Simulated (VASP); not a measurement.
Here is the system:

```
CsCl
1.0
    4.10192     0.00000     0.00000
    0.00000     4.10192     0.00000
    0.00000     0.00000     4.10192
Cs Cl
1 1
Direct
  0.00000   0.00000   0.00000
  0.50000   0.50000   0.50000
```

The numbers are results of optB88-vdW, VASP's PBE PAW potentials (set 64) (plane waves; VASP), not measurements. Run with 520 eV cut-off, Gaussian smearing of 0.050 eV, potentials Cs_sv Cl.

Unless said otherwise, spin-orbit coupling is left out, though it shifts the bands of the heavy elements here.

Task: Predict the band gap (along the path) with the smallest direct gap where there is one.

Result: 
- band gap (along the path): 5.29 eV
- smallest direct gap (along the path): 5.29 eV

The compound is CsCl in the CsCl type structure. It was relaxed first.
